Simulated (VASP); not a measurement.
Given:

```
BiGa
1.0
    0.00000     2.94216     2.94216
    2.94216     0.00000     2.94216
    2.94216     2.94216     0.00000
Ga Bi
1 1
Direct
  0.00000   0.00000   0.00000
  0.50000   0.50000   0.50000
```

All values below come from PBEsol GGA, VASP's PBE PAW potentials (set 64) (plane waves; VASP 6.6.1). Numerical set-up: 400 eV cut-off, Gaussian smearing of 0.050 eV, potentials Ga_d Bi_d.

Question: Give the energies of bands 12 to 17 at the high-symmetry points, in eV from the Fermi level.

Answer: 
```tsv
band	Γ	X	U	L	W
12	-1.64	-4.96	-5.94	-7.33	-5.76
13	0.24	-4.28	-4.42	0.64	-3.92
14	0.24	-2.29	-1.63	0.64	-3.92
15	0.24	-2.29	-0.84	2.03	2.22
16	5.89	3.24	5.46	2.29	2.95
17	5.89	8.63	6.24	2.29	6.77
```

It has no gap at this level: it comes out as a metal or semimetal.

The structure was generated: GaBi was put into the rock salt type (Fm-3m), which need not be its known phase. It was relaxed first.
